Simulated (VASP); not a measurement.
```xyz
1
Lattice="-1.8856 1.8856 1.8856 1.8856 -1.8856 1.8856 1.8856 1.8856 -1.8856" Properties=species:S:1:pos:R:3 pbc="T T T"
Sn     0.0000     0.0000     0.0000
```

Level of theory: r2SCAN meta-GGA, VASP's PBE PAW potentials (set 64) (plane waves; VASP 6.6.1). Numerical set-up: 400 eV cut-off, 15×15×15 Γ-centred mesh, tetrahedra with Blöchl corrections, potentials Sn_d.

### Question
Give the energies of bands 6 to 10 at the high-symmetry points, in eV from the Fermi level.

### Answer

```
band       Γ      H      N      P
----  ------  -----  -----  -----
6     -11.76  -2.24  -6.67  -5.26
7       8.56  -0.61  -4.76  -1.57
8       8.56  -0.61   3.79  -1.57
9       8.56  -0.61   5.90  -1.57
10     12.93   4.17   8.64  19.26
```

It has no gap at this level: it comes out as a metal or semimetal.

The structure comes from a computed database's Sn entry (Im-3m); how it stands against other phases isn't given here. It was relaxed first.
